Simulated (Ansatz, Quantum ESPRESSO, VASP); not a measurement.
**TlGa: programs and potentials compared**

```
Tl Ga
1.0
     3.65214    0.00000    0.00000
    -1.82607    3.16285    0.00000
     0.00000    0.00000    5.86829
Tl Ga
1 1
Direct
  0.33333 0.66667 0.50000
  0.00000 0.00000 0.00000
```

The cell comes from a database or a generator and needn't be the stable form of this composition.

Alike in all runs: task single point; functional PBE; k mesh 8 × 8 × 5; occupations fermi-dirac, width 0.05 eV; no spin polarisation; no spin-orbit coupling. Pressure is positive in compression and, in plane waves, holds the error of the finite cutoff, which Ansatz's Pulay term estimates and takes out.

```csv
program and potentials,plane-wave cutoff (eV),notes,pressure (GPa)
"Ansatz, Ansatz PAW",420,Pulay term of +0.03 GPa included,-4.37
"VASP, PBE PAW files Ga_d, Tl_d, 520 eV",520,-,-4.40
"Quantum ESPRESSO, SSSP 1.3 efficiency PBE",952,-,?
```

Q: Estimate from the other rows what the run with Quantum ESPRESSO, SSSP 1.3 efficiency PBE gave.

A: Pressure -4.41 GPa. The other rows, which needn't bracket it: pressure -4.40 to -4.37.
